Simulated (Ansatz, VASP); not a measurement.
# WSe2 in two plane-wave programs, part 2 of 2

Aim: how closely do two programs agree when they are given the same cell, functional and k mesh? The cell is taken from a series of runs on this material, whose earlier steps may have relaxed, scaled, displaced or heated it; both programs get it as it stands.

VASP 6.6.1 and Ansatz 0.2.0.

So far: The starting structure; Ansatz: G0W0 gap, LDA.

### Step 3. VASP: G0W0 gap, LDA

Level of this step: G0W0 on LDA, no spin polarisation; plane waves and PAW (W_sv_GW, Se_GW) (VASP).

The same cell, functional (in two slightly different forms) and mesh now go to VASP, with its own data sets.

Lines of VASP's logs that name or quote its potential files are left out, and so is its time.

The run reads the wave functions of an earlier VASP run, which isn't shown here.

Contents of INCAR:

```
SYSTEM = WSe2
PREC = Accurate
ENCUT = 340
ISMEAR = 0
SIGMA = 0.01
LREAL = .FALSE.
GGA = CA
NBANDS = 304
LASPH = .TRUE.
ALGO = EVGW0
NELMGW = 1
ENCUTGW = 100
NOMEGA = 64
PRECFOCK = Fast
NBANDSGW = 48
LWAVE = .FALSE.
LCHARG = .FALSE.
```

Contents of POSCAR:

```
WSe2
1.0
    3.2900000000      0.0000000000      0.0000000000
   -1.6450000000      2.8492235785      0.0000000000
    0.0000000000      0.0000000000     12.9700000000
W Se
2 4
Direct
    0.3333333333      0.6666666667      0.2500000000
    0.6666666667      0.3333333333      0.7500000000
    0.3333333333      0.6666666667      0.6210000000
    0.6666666667      0.3333333333      0.1210000000
    0.3333333333      0.6666666667      0.8790000000
    0.6666666667      0.3333333333      0.3790000000
```

Contents of KPOINTS:

```
Automatic mesh
0
Gamma
6 6 2
0 0 0
```

PAW data sets: W_sv_GW and Se_GW (LDA family, release 64).

Started as:

```sh
mpirun -np 16 vasp_std
```

Numbers of over 12 decimals in the logs are rounded to 6 here.

Output:

```text
[banner, memory and clock lines left out]
running   16 mpi-ranks, on    1 nodes
 distrk:  each k-point on   16 cores,    1 groups
 distr:  one band on    1 cores,   16 groups

 POSCAR found type information on POSCAR W Se
 POSCAR found :  2 types and       6 ions
|                                                                             |
|           W    W    AA    RRRRR   N    N  II  N    N   GGGG   !!!           |
|           W    W   A  A   R    R  NN   N  II  NN   N  G    G  !!!           |
|           W    W  A    A  R    R  N N  N  II  N N  N  G       !!!           |
|           W WW W  AAAAAA  RRRRR   N  N N  II  N  N N  G  GGG   !            |
|           WW  WW  A    A  R   R   N   NN  II  N   NN  G    G                |
|           W    W  A    A  R    R  N    N  II  N    N   GGGG   !!!           |
|                                                                             |
|     For optimal performance we recommend to set                             |
|       NCORE = 2 up to number-of-cores-per-socket                            |
|     NCORE specifies how many cores store one orbital (NPAR=cpu/NCORE).      |
|     This setting can greatly improve the performance of VASP for DFT.       |
|     The default, NCORE=1 might be grossly inefficient on modern             |
|     multi-core architectures or massively parallel machines. Do your        |
|     Unfortunately you need to use the default for GW and RPA                |
|     calculations (for HF NCORE is supported but not extensively tested      |
|     yet).                                                                   |
|                                                                             |

|                                                                             |
|           W    W    AA    RRRRR   N    N  II  N    N   GGGG   !!!           |
|           W    W   A  A   R    R  NN   N  II  NN   N  G    G  !!!           |
|           W    W  A    A  R    R  N N  N  II  N N  N  G       !!!           |
|           W WW W  AAAAAA  RRRRR   N  N N  II  N  N N  G  GGG   !            |
|           WW  WW  A    A  R   R   N   NN  II  N   NN  G    G                |
|           W    W  A    A  R    R  N    N  II  N    N   GGGG   !!!           |
|                                                                             |
|     The default for ENCUTGWSOFT is different in this version of VASP.       |
|     please manually set ENCUTGWSOFT =100 in the INCAR file.                 |
|                                                                             |

 LDA part: xc-table for (Slater(with rela. corr.)+CA(PZ))
 , standard interpolation
 found WAVECAR, reading the header
 POSCAR, INCAR and KPOINTS ok, starting setup
 FFT: planning ... GRIDC
 FFT: planning ... GRID_SOFT
 FFT: planning ... GRID
 reading WAVECAR
 the WAVECAR file was read successfully
 initial charge from wavefunction
 available memory per node:     36.16 GB, setting MAXMEM to     37029

 The Fermi energy was updated, please check that it is located mid-gap
 values below the HOMO (VB) or above the LUMO (CB) will cause erroneous energies
 E-fermi :   6.9678

 calculate exact exchange contribution
 the WAVEDER file was read successfully
|                                                                             |
|           W    W    AA    RRRRR   N    N  II  N    N   GGGG   !!!           |
|           W    W   A  A   R    R  NN   N  II  NN   N  G    G  !!!           |
|           W    W  A    A  R    R  N N  N  II  N N  N  G       !!!           |
|           W WW W  AAAAAA  RRRRR   N  N N  II  N  N N  G  GGG   !            |
|           WW  WW  A    A  R   R   N   NN  II  N   NN  G    G                |
|           W    W  A    A  R    R  N    N  II  N    N   GGGG   !!!           |
|                                                                             |
|     Automatic setting of frequency mesh for GW failed. Frequency mesh       |
|     properly not suitable for determining QP energies. Consider             |
|     increasing number of kpoints.                                           |
|                                                                             |

energies w=
    0.000    0.000    0.808    0.000    1.614    0.000    2.416    0.000
    3.213    0.000    4.004    0.000    4.787    0.000    5.561    0.000
    6.326    0.000    7.080    0.000    7.825    0.000    8.559    0.000
    9.283    0.000    9.997    0.000   10.703    0.000   11.400    0.000
   12.090    0.000   12.773    0.000   13.452    0.000   14.126    0.000
   14.797    0.000   15.467    0.000   16.136    0.000   16.808    0.000
   17.482    0.000   18.160    0.000   18.845    0.000   19.539    0.000
   20.243    0.000   20.959    0.000   21.690    0.000   22.439    0.000
   23.207    0.000   23.999    0.000   24.818    0.000   25.667    0.000
   26.551    0.000   27.474    0.000   28.442    0.000   29.462    0.000
   30.540    0.000   31.684    0.000   32.905    0.000   34.213    0.000
   35.622    0.000   37.148    0.000   38.810    0.000   40.630    0.000
   42.638    0.000   44.868    0.000   47.363    0.000   50.179    0.000
   53.385    0.000   57.074    0.000   61.368    0.000   66.432    0.000
   72.496    0.000   79.891    0.000   89.106    0.000  100.901    0.000
  116.520    0.000  138.156    0.000  170.061    0.000  221.712    0.000
 responsefunction array rank=     304
 LDA part: xc-table for (Slater(with rela. corr.)+CA(PZ))
 , standard interpolation

 min. memory requirement per mpi rank    290.4 MB, per node   4645.7 MB

 allocating   4 responsefunctions rank=   304
 shmem allocating  64 responsefunctions rank=   304
 response function shared by NCSHMEM nodes    1
 Doing            4  frequencies on each core in blocks of           64
NQ=   1    0.0000    0.0000    0.0000,
|.........|.........|.........|.........|.........|.........|.........|.........
 performed       1449000 updates of chi_q(r,r)
 total number of BLAS operations        981.90 Gflops
NQ=   2    0.1667    0.0000    0.0000,
|.........|.........|.........|.........|.........|.........|.........|.........
 performed       4240000 updates of chi_q(r,r)
 total number of BLAS operations       2745.49 Gflops
NQ=   3    0.3333    0.0000    0.0000,
|.........|.........|.........|.........|.........|.........|.........|.........
 performed       7031000 updates of chi_q(r,r)
 total number of BLAS operations       4397.92 Gflops
NQ=   4    0.5000    0.0000    0.0000,
|.........|.........|.........|.........|.........|.........|.........|.........
 performed       9064000 updates of chi_q(r,r)
 total number of BLAS operations       5619.01 Gflops
NQ=   5    0.1667    0.1667    0.0000,
|.........|.........|.........|.........|.........|.........|.........|.........
 performed      11855000 updates of chi_q(r,r)
 total number of BLAS operations       7283.61 Gflops
NQ=   6    0.3333    0.1667    0.0000,
|.........|.........|.........|.........|.........|.........|.........|.........
 performed      14997000 updates of chi_q(r,r)
 total number of BLAS operations       9170.77 Gflops
NQ=   7    0.3333    0.3333    0.0000,
|.........|.........|.........|.........|.........|.........|.........|.........
 performed      16738000 updates of chi_q(r,r)
 total number of BLAS operations      10208.96 Gflops
NQ=   8    0.0000    0.0000    0.5000,
|.........|.........|.........|.........|.........|.........|.........|.........
 performed      18187000 updates of chi_q(r,r)
 total number of BLAS operations      11157.41 Gflops
NQ=   9    0.1667    0.0000    0.5000,
|.........|.........|.........|.........|.........|.........|.........|.........
 performed      20978000 updates of chi_q(r,r)
 total number of BLAS operations      12958.86 Gflops
NQ=  10    0.3333    0.0000    0.5000,
|.........|.........|.........|.........|.........|.........|.........|.........
 performed      23769000 updates of chi_q(r,r)
 total number of BLAS operations      14563.04 Gflops
NQ=  11    0.5000    0.0000    0.5000,
|.........|.........|.........|.........|.........|.........|.........|.........
 performed      25802000 updates of chi_q(r,r)
 total number of BLAS operations      15912.10 Gflops
NQ=  12    0.1667    0.1667    0.5000,
|.........|.........|.........|.........|.........|.........|.........|.........
 performed      28593000 updates of chi_q(r,r)
 total number of BLAS operations      17588.92 Gflops
NQ=  13    0.3333    0.1667    0.5000,
|.........|.........|.........|.........|.........|.........|.........|.........
 performed      31735000 updates of chi_q(r,r)
 total number of BLAS operations      19476.08 Gflops
NQ=  14    0.3333    0.3333    0.5000,
|.........|.........|.........|.........|.........|.........|.........|.........
 performed      33476000 updates of chi_q(r,r)
 total number of BLAS operations      20537.21 Gflops
 resolving degeneracies of screened two electron integrals

 calculate QP shifts <psi_nk| G(iteration)W_0 |psi_nk>: iteration 1
 entering main loop
```

OUTCAR, selected parts (step 3):

```text
ion  position               nearest neighbor table
   1  0.333  0.667  0.250-   4 2.53   6 2.53   4 2.53   6 2.53   4 2.53   6 2.53
   2  0.667  0.333  0.750-   3 2.53   5 2.53   3 2.53   5 2.53   3 2.53   5 2.53
   3  0.333  0.667  0.621-   2 2.53   2 2.53   2 2.53
   4  0.667  0.333  0.121-   1 2.53   1 2.53   1 2.53
   5  0.333  0.667  0.879-   2 2.53   2 2.53   2 2.53
   6  0.667  0.333  0.379-   1 2.53   1 2.53   1 2.53

  LATTYP: Found a hexagonal cell.
 ALAT       =     3.2900000000
 C/A-ratio  =     3.9422492401

 Subroutine GETGRP returns: Found 24 space group operations
 (whereof 12 operations were pure point group operations)

The static configuration has the point symmetry D_3d.
 The point group associated with its full space group is D_6h.

 Found     14 irreducible k-points:

   k-points           NKPTS =     14   k-points in BZ     NKDIM =     72   number of bands    NBANDS=    304

   dimension x,y,z NGX =    20 NGY =   20 NGZ =   80
   dimension x,y,z NGXF=    40 NGYF=   40 NGZF=  160

   ENCUT  =  340.0 eV  24.99 Ry    5.00 a.u.   4.95  4.95 19.50*2*pi/ulx,y,z

   NELECT =      52.0000    total number of electrons

  energy-cutoff  :      340.00
  volume of cell :      121.58
      direct lattice vectors                 reciprocal lattice vectors
     3.290000000  0.000000000  0.000000000     0.303951368  0.175486404  0.000000000
    -1.645000000  2.849223579  0.000000000     0.000000000  0.350972808  0.000000000
     0.000000000  0.000000000 12.970000000     0.000000000  0.000000000  0.077101002

 k-points in reciprocal lattice and weights: Automatic mesh
   0.00000000  0.00000000  0.00000000       0.014
   0.16666667  0.00000000  0.00000000       0.083
   0.33333333  0.00000000  0.00000000       0.083
   0.50000000  0.00000000  0.00000000       0.042
   0.16666667  0.16666667  0.00000000       0.083
   0.33333333  0.16666667  0.00000000       0.167
   0.33333333  0.33333333  0.00000000       0.028
   0.00000000  0.00000000  0.50000000       0.014
   0.16666667  0.00000000  0.50000000       0.083
[...]
0.33333333  0.16666667  0.50000000       0.167
   0.33333333  0.33333333  0.50000000       0.028

 E-fermi :   6.9678

 QP shifts <psi_nk| G(iteration)W_0 |psi_nk>: iteration 1
 for sc-GW calculations column KS-energies equals QP-energies in previous step
 and V_xc(KS)=  KS-energies - (<T + V_ion + V_H > + <T+V_H+V_ion>^1  + <V_x>^1)
 k-point   1 :       0.0000    0.0000    0.0000
  band No.  KS-energies  QP-energies   sigma(KS)   V_xc(KS)     V^pw_x(r,r')   Z            occupation Imag(sigma)
    ...
     23       5.0012       5.0536     -14.9652     -15.0337     -16.2778       0.7658       2.0000       0.1881
     24       5.3728       5.4373     -13.9723     -14.0569     -15.0295       0.7619       2.0000       0.1869
     25       5.4934       5.2760     -13.1282     -12.8482     -14.7662       0.7767       2.0000       0.1974
     26       6.5119       6.6785     -14.8732     -15.0919     -15.4329       0.7616       2.0000       0.1173
     27       9.1332       9.8024     -13.4890     -14.3594      -9.7553       0.7688       0.0000      -0.2548
     28       9.1332       9.8024     -13.4890     -14.3594      -9.7553       0.7688       0.0000      -0.2548
     29       9.1841       9.8453     -13.4045     -14.2636      -9.6481       0.7696       0.0000      -0.2578
     30       9.1841       9.8453     -13.4045     -14.2636      -9.6481       0.7696       0.0000      -0.2578
    ...

 k-point   2 :       0.1667    0.0000    0.0000
  band No.  KS-energies  QP-energies   sigma(KS)   V_xc(KS)     V^pw_x(r,r')   Z            occupation Imag(sigma)
    ...
     23       4.6858       4.5164     -13.3960     -13.1765     -15.1184       0.7715       2.0000       0.2207
     24       5.4037       5.4870     -14.2922     -14.4017     -15.3818       0.7604       2.0000       0.1856
     25       5.5135       5.3141     -13.1348     -12.8779     -14.7651       0.7761       2.0000       0.1949
     26       5.8378       5.9574     -14.5490     -14.7058     -15.4465       0.7626       2.0000       0.1562
     27       8.1121       8.7150     -13.0659     -13.8488      -9.5278       0.7701       0.0000      -0.2246
     28       8.6389       9.3683     -13.6628     -14.6065      -9.8510       0.7729       0.0000      -0.2421
     29       8.7562       9.3588     -13.5397     -14.3272      -9.9657       0.7652       0.0000      -0.2531
     30       8.8176       9.4367     -13.7063     -14.5173      -9.9692       0.7633       0.0000      -0.2712
    ...

 k-point   3 :       0.3333    0.0000    0.0000
  band No.  KS-energies  QP-energies   sigma(KS)   V_xc(KS)     V^pw_x(r,r')   Z            occupation Imag(sigma)
    ...
     23       4.8018       4.8219     -13.8281     -13.8545     -15.1675       0.7627       2.0000       0.2231
     24       4.9143       4.8044     -13.8024     -13.6591     -15.5245       0.7670       2.0000       0.2216
     25       5.0677       5.0445     -14.0643     -14.0341     -15.5254       0.7656       2.0000       0.2092
     26       5.0677       5.0445     -14.0643     -14.0341     -15.5254       0.7656       2.0000       0.2092
     27       8.0032       8.6292     -13.6655     -14.4838      -9.9619       0.7649       0.0000      -0.2366
     28       8.3964       9.0874     -14.6858     -15.5986     -10.8934       0.7570       0.0000      -0.2598
     29       8.5759       9.2725     -14.7589     -15.6798     -10.9096       0.7564       0.0000      -0.2715
     30       8.8064       9.4695     -14.2004     -15.0727     -10.2285       0.7602       0.0000      -0.2888
    ...

 k-point   4 :       0.5000    0.0000    0.0000
  band No.  KS-energies  QP-energies   sigma(KS)   V_xc(KS)     V^pw_x(r,r')   Z            occupation Imag(sigma)
    ...
     23       5.1051       4.9759     -13.1298     -12.9625     -14.4950       0.7727       2.0000       0.1990
     24       5.1778       5.0081     -13.2410     -13.0219     -14.9195       0.7748       2.0000       0.2068
     25       5.2536       5.2119     -13.7049     -13.6506     -14.9790       0.7682       2.0000       0.1927
     26       5.4310       5.2854     -13.4562     -13.2685     -15.0414       0.7756       2.0000       0.1938
     27       8.5887       9.3775     -15.8383     -16.8932     -11.6901       0.7477       0.0000      -0.2983
     28       8.6294       9.4171     -15.8203     -16.8743     -11.6453       0.7474       0.0000      -0.3023
     29       8.7596       9.4558     -14.3241     -15.2429     -10.1947       0.7577       0.0000      -0.3015
     30       9.1194       9.8709     -15.4261     -16.4282     -11.0258       0.7498       0.0000      -0.3480
    ...

[... 4 further parts left out ...]
```

### Step 4. Side by side

Known differences besides the potentials themselves: the two LDA forms differ slightly; fixed occupations in Ansatz, narrow Gaussian smearing in VASP; the data sets hold 92 valence electrons in Ansatz (on its PAW soft_1 files) and 52 in VASP; the cutoff is 420 eV in Ansatz and 340 eV in VASP; VASP's log shows a relativistic correction to its local exchange, Ansatz's none; Ansatz integrates over frequency by contour deformation, VASP on a grid of NOMEGA points; Ansatz's G0W0 levels solve the quasiparticle equation, VASP's are linearised. Total energies have different zeros and are not compared.

The two programs side by side:

```tsv
quantity	Ansatz	VASP	difference
G0W0 gap on the mesh (eV)	1.21	1.31	-0.09
Kohn-Sham gap under it (eV)	0.92	0.91	+0.01
```

VASP's log warns that its frequency grid doesn't suit quasiparticle energies on this mesh.

### Step 5. Summary of results

```yaml
difference_in_g0w0_gap_on_the_mesh_g0w0_gap_lda: -0.094 eV
```

What this shows: The difference in G0W0 gap on the mesh is -0.094 eV (G0W0 gap, LDA). The data sets hold unlike numbers of valence electrons (92 in Ansatz and 52 in VASP), so part of the differences comes from the potentials. Such differences can come from data sets, numerical settings and the points named under the comparisons, not from the functional's error against experiment.

[Lines on the potential files, build, host, timing and source positions are cut from VASP's logs without a mark.]

[Logs are printed without paths, hosts, clocks, repeated set-up lines and the standing remarks that a program may print on its own settings, such as how far it seeks lower states.]

[Hosts, paths, dates, database ids (printed as entryN), source tags and the programs' standing remarks are cut or masked in the printed files.]
